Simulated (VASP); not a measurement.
# SnSe in VASP: Born charges and dielectric tensor with LDA

Aim: the Born charges and dielectric tensor of SnSe with LDA.

All numbers are computed with VASP 6.6.1; they aren't measurements. Logs are shortened: lines on timing, memory, paths and dates and some standing lists are left out, and cuts for length are marked.

## (1) The structure

The cell holds a slab with vacuum, 4 atoms: a = 4.373 Å, b = 4.373 Å, c = 11.092 Å, α = 90.00°, β = 90.00°, γ = 90.00°.

## (2) Born charges and dielectric tensor, LDA

The input, INCAR:

```
SYSTEM = SnSe
ALGO = Normal
EDIFF = 1E-8
ENCUT = 600
GGA = CA
IBRION = 8
ISIF = 2
ISMEAR = 0
LASPH = .TRUE.
LCHARG = .FALSE.
LEPSILON = .TRUE.
LREAL = .FALSE.
LWAVE = .FALSE.
NELM = 80
NSW = 1
PREC = Accurate
SIGMA = 0.02
```

The input, KPOINTS:

```
k-points
0
G
  6 6 4
  0 0 0
```

The input, POSCAR:

```
SnSe
1.0
    4.3725700000      0.0000000000      0.0000000000
    0.0000000000      4.3725700000      0.0000000000
    0.0000000000      0.0000000000     11.0916300000
Sn Se
2 2
Direct
    0.5000000000      0.0000000000      0.3772100000
    0.0000000000      0.5000000000      0.6227900000
    0.5000000000      0.0000000000      0.6234200000
    0.0000000000      0.5000000000      0.3765800000
```

Potentials or basis: VASP PAW LDA potentials, release 64 (Sn_d, Se).

Started as:

```
cat potpaw_LDA.64/Sn_d/POTCAR potpaw_LDA.64/Se/POTCAR > POTCAR
mpirun -np 1 vasp_std > vasp.out
```

OUTCAR:

```text
SYSTEM = SnSe
   EDIFF = 1E-8
   ENCUT = 600
   GGA = CA
   IBRION = 8
   ISIF = 2
   ISMEAR = 0
   LASPH = .TRUE.
   LEPSILON = .TRUE.
   LREAL = .FALSE.
   NELM = 80
   NSW = 1
   PREC = Accurate

 ion  position               nearest neighbor table
   1  0.500  0.000  0.377-   3 2.73   4 3.09   4 3.09   4 3.09   4 3.09
   2  0.000  0.500  0.623-   4 2.73   3 3.09   3 3.09   3 3.09   3 3.09
   3  0.500  0.000  0.623-   1 2.73   2 3.09   2 3.09   2 3.09   2 3.09
   4  0.000  0.500  0.377-   2 2.73   1 3.09   1 3.09   1 3.09   1 3.09

  LATTYP: Found a simple tetragonal cell.
 ALAT       =     4.3725700000
 C/A-ratio  =     2.5366386359

  Lattice vectors:

 A1 = (   4.3725700000,   0.0000000000,   0.0000000000)
 A2 = (   0.0000000000,   4.3725700000,   0.0000000000)
 A3 = (   0.0000000000,   0.0000000000,  11.0916300000)

Analysis of symmetry for initial positions (statically):
=====================================================================
 Subroutine PRICEL returns:
 Original cell was already a primitive cell.

 Routine SETGRP: Setting up the symmetry group for a
 simple tetragonal supercell.

 Subroutine GETGRP returns: Found 16 space group operations
 (whereof  8 operations were pure point group operations)
 out of a pool of 16 trial point group operations.

The static configuration has the point symmetry D_2d.
 The point group associated with its full space group is D_4h.

Analysis of symmetry for dynamics (positions and initial velocities):
=====================================================================
 Subroutine PRICEL returns:
 Original cell was already a primitive cell.

 Routine SETGRP: Setting up the symmetry group for a
 simple tetragonal supercell.
[... 927 lines left out ...]
 ---------------------------------------------------------------------------------
 ion    1
    1     5.37209     0.00000     0.00000
    2     0.00000     5.37209    -0.00000
    3     0.00000     0.00000     0.39298
 ion    2
    1     5.37209     0.00000     0.00000
    2     0.00000     5.37209     0.00000
    3     0.00000     0.00000     0.39298
 ion    3
    1    -5.37209     0.00000     0.00000
    2     0.00000    -5.37209    -0.00000
    3     0.00000     0.00000    -0.39298
 ion    4
    1    -5.37209     0.00000     0.00000
    2     0.00000    -5.37209     0.00000
    3     0.00000     0.00000    -0.39298

 INTERNAL STRAIN TENSOR FOR ION    4 for displacements in x,y,z  (eV/Angst):
          X           Y           Z          XY          YZ          ZX
  --------------------------------------------------------------------------------
  x     0.00000     0.00000     0.00000     0.00000     0.00000     2.89709
  y     0.00000     0.00000     0.00000     0.00000     2.86633     0.00000
  z     1.80175     1.80175    10.89038     0.00000     0.00000     0.00000

 SECOND DERIVATIVES (NOT SYMMETRIZED)
 ------------------------------------
               1X          1Y          1Z          2X          2Y          2Z          3X          3Y          3Z          4X          4Y          4Z
  1X     0.411387    0.000000    0.000000    0.399148    0.000000    0.000000   -0.101523    0.000000    0.000000   -0.709012    0.000000    0.000000
  1Y     0.000000    0.411387    0.000000    0.000000    0.399148    0.000000    0.000000   -0.101523    0.000000    0.000000   -0.709012    0.000000
  1Z     0.000000    0.000000   -5.529580    0.000000    0.000000   -0.396172    0.000000    0.000000    4.532207    0.000000    0.000000    1.393544
  2X     0.399148    0.000000    0.000000    0.411387    0.000000    0.000000   -0.709012    0.000000    0.000000   -0.101523    0.000000    0.000000
  2Y     0.000000    0.399148    0.000000    0.000000    0.411387    0.000000    0.000000   -0.709012    0.000000    0.000000   -0.101523    0.000000
  2Z     0.000000    0.000000   -0.396172    0.000000    0.000000   -5.529580    0.000000    0.000000    1.393544    0.000000    0.000000    4.532207
  3X    -0.089796    0.000000    0.000000   -0.698946    0.000000    0.000000   -0.434160    0.000000    0.000000    1.222901    0.000000    0.000000
  3Y     0.000000   -0.089796    0.000000    0.000000   -0.698946    0.000000    0.000000   -0.434160    0.000000    0.000000    1.222901    0.000000
  3Z     0.000000    0.000000    4.540032    0.000000    0.000000    1.401472    0.000000    0.000000   -5.237642    0.000000    0.000000   -0.703862
  4X    -0.698946    0.000000    0.000000   -0.089796    0.000000    0.000000    1.222901    0.000000    0.000000   -0.434160    0.000000    0.000000
  4Y     0.000000   -0.698946    0.000000    0.000000   -0.089796    0.000000    0.000000    1.222901    0.000000    0.000000   -0.434160    0.000000
  4Z     0.000000    0.000000    1.401472    0.000000    0.000000    4.540032    0.000000    0.000000   -0.703862    0.000000    0.000000   -5.237642

 Eigenvectors and eigenvalues of the dynamical matrix
 ----------------------------------------------------

   1 f  =    5.530853 THz    34.751371 2PiTHz  184.489382 cm-1    22.873758 meV
             X         Y         Z           dx          dy          dz
      2.186285  0.000000  4.183874    -0.000000    0.000000   -0.446552
      0.000000  2.186285  6.907756     0.000000   -0.000000   -0.446552
      2.186285  0.000000  6.914744     0.000000   -0.000000    0.548262
      0.000000  2.186285  4.176886    -0.000000    0.000000    0.548262
[... 71 lines left out ...]
  12 f/i=    2.027377 THz    12.738386 2PiTHz   67.626020 cm-1     8.384554 meV
             X         Y         Z           dx          dy          dz
      2.186285  0.000000  4.183874    -0.445324    0.068523    0.000000
      0.000000  2.186285  6.907756    -0.445324    0.068523    0.000000
      2.186285  0.000000  6.914744     0.538630   -0.082880    0.000000
      0.000000  2.186285  4.176886     0.538630   -0.082880    0.000000

--------------------------------------------------------------------------------------------------------

 MACROSCOPIC STATIC DIELECTRIC TENSOR IONIC CONTRIBUTION
 ------------------------------------------------------
           0.000000    -0.000000    -0.000000
          -0.000000    -0.000000    -0.000000
          -0.000000    -0.000000     0.044418
 ------------------------------------------------------

 ELASTIC MODULI CONTR FROM IONIC RELAXATION (kBar)
 Direction    XX          YY          ZZ          XY          YZ          ZX
 --------------------------------------------------------------------------------
 XX         -17.5131    -17.5131    -90.3675      0.0000      0.0000     -0.0000
 YY         -17.5131    -17.5131    -90.3675      0.0000      0.0000     -0.0000
 ZZ         -90.3675    -90.3675   -488.4341      0.0000      0.0000     -0.0000
 XY           0.0000      0.0000      0.0000      0.0000      0.0000      0.0000
 YZ           0.0000      0.0000      0.0000      0.0000    -73.8513      0.0000
 ZX          -0.0000     -0.0000     -0.0000      0.0000      0.0000    -74.6796
 --------------------------------------------------------------------------------

 PIEZOELECTRIC TENSOR IONIC CONTR  for field in x, y, z        (C/m^2)
          XX          YY          ZZ          XY          YZ          ZX
  --------------------------------------------------------------------------------
  x    -0.00000    -0.00000    -0.00000     0.00000     0.00000     0.00000
  y    -0.00000    -0.00000    -0.00000     0.00000    -0.00000     0.00000
  z     0.00000     0.00000     0.00000     0.00000     0.00000     0.00000
```

OSZICAR:

```text
N       E                     dE             d eps       ncg     rms          rms(c)
DAV:   1     0.355460663582E+03    0.35546E+03   -0.20057E+04  1512   0.184E+03
DAV:   2     0.293278303693E+02   -0.32613E+03   -0.32280E+03  1536   0.423E+02
DAV:   3    -0.167159749383E+02   -0.46044E+02   -0.45328E+02  1800   0.160E+02
DAV:   4    -0.187961020181E+02   -0.20801E+01   -0.20782E+01  1664   0.352E+01
[... 13 lines left out ...]
RMM:  12    -0.100071212753E+00   -0.47896E-07    0.32333E-07  2654   0.190E-04    0.176E-05
RMM:  13    -0.100071177394E+00    0.35360E-07    0.10253E-07  2731   0.108E-04    0.108E-05
RMM:  14    -0.100071136769E+00    0.40625E-07    0.30084E-08  2706   0.706E-05    0.382E-06
RMM:  15    -0.100071126813E+00    0.99559E-08    0.54683E-08  2894   0.533E-05    0.300E-06
 Linear response finished
```

stdout:

```text
POSCAR found type information on POSCAR SnSe
 POSCAR found :  2 types and       4 ions
 scaLAPACK will be used
 LDA part: xc-table for (Slater(with rela. corr.)+CA(PZ))
 , standard interpolation
 POSCAR, INCAR and KPOINTS ok, starting setup
 FFT: planning ... GRIDC
 FFT: planning ... GRID_SOFT
 FFT: planning ... GRID
 WAVECAR not read
[... 33 lines left out ...]
 force on displaced ion       1 direction 3 :   0.000   0.000  -5.530
 Born effective charge ion    1 direction 3 :   0.000   0.000   0.440
 Linear response progress:
 first order change of Fermi-energy   0.11169E-05
 force on displaced ion       3 direction 1 :  -0.434   0.000   0.004
 Born effective charge ion    3 direction 1 :  -5.196   0.000   0.000
 Linear response progress:
 first order change of Fermi-energy   0.29462E+00
 force on displaced ion       3 direction 3 :   0.000   0.000  -5.238
 Born effective charge ion    3 direction 3 :   0.000   0.000  -0.440
 Born effective charges drift removed
 Linear response finished
```

It took 46 min on 1 thread of Intel Xeon Platinum 8488C (Sapphire Rapids), shared host; peak memory 1 GiB.

What came out:

* Band gap on the k mesh: 1.45 eV, indirect (least direct gap 1.51 eV)
* Electronic dielectric tensor (diagonal): 13.72, 13.72, 1.97
* Born charges (mean of the diagonal): Sn +3.71; Se -3.71 e
* Highest phonon frequency at Γ, LO-TO splitting left out: 184 cm⁻¹
* Most unstable mode: 68i cm⁻¹

Levels at points of the mesh, in eV from the valence-band top:
```tsv
k point	band 16	band 17	band 18	band 19	band 20	band 21	band 22	band 23	band 24
(0.00, 0.00, 0.00)	-2.66	-2.66	-1.47	-1.47	-0.38	1.92	4.00	4.08	4.34
(0.50, 0.00, 0.00)	-2.03	-1.25	-1.25	-0.06	-0.06	1.45	1.45	2.08	2.08
(0.50, 0.50, 0.00)	-4.30	-2.87	-2.87	-1.48	-1.48	3.63	3.63	4.85	4.85
(0.00, 0.00, 0.50)	-2.66	-2.66	-1.47	-1.47	-0.38	1.79	4.01	4.34	4.34
(0.50, 0.00, 0.50)	-2.02	-1.25	-1.25	-0.06	-0.06	1.45	1.45	2.08	2.08
(0.50, 0.50, 0.50)	-4.30	-2.87	-2.87	-1.48	-1.48	3.60	3.60	4.89	4.89
```

Phonon frequencies in cm⁻¹ (negative: imaginary):
```
              q point                             frequencies
(0.000, 0.000, 0.000)  -68 -68 -22 -22 0 0 0 68 79 79 151 184
```

Electronic dielectric tensor:
```
13.72  0.00  0.00
 0.00 13.72  0.00
 0.00  0.00  1.97
```

Born effective charge tensors (e):
atom 1, Sn
```
5.37 0.00 0.00
0.00 5.37 0.00
0.00 0.00 0.39
```
atom 2, Sn
```
5.37 0.00 0.00
0.00 5.37 0.00
0.00 0.00 0.39
```
atom 3, Se
```
-5.37  0.00  0.00
 0.00 -5.37  0.00
 0.00  0.00 -0.39
```
atom 4, Se
```
-5.37  0.00  0.00
 0.00 -5.37  0.00
 0.00  0.00 -0.39
```

Caveat: some modes are imaginary; spin-orbit coupling is left out, which moves the levels of the heavy elements.
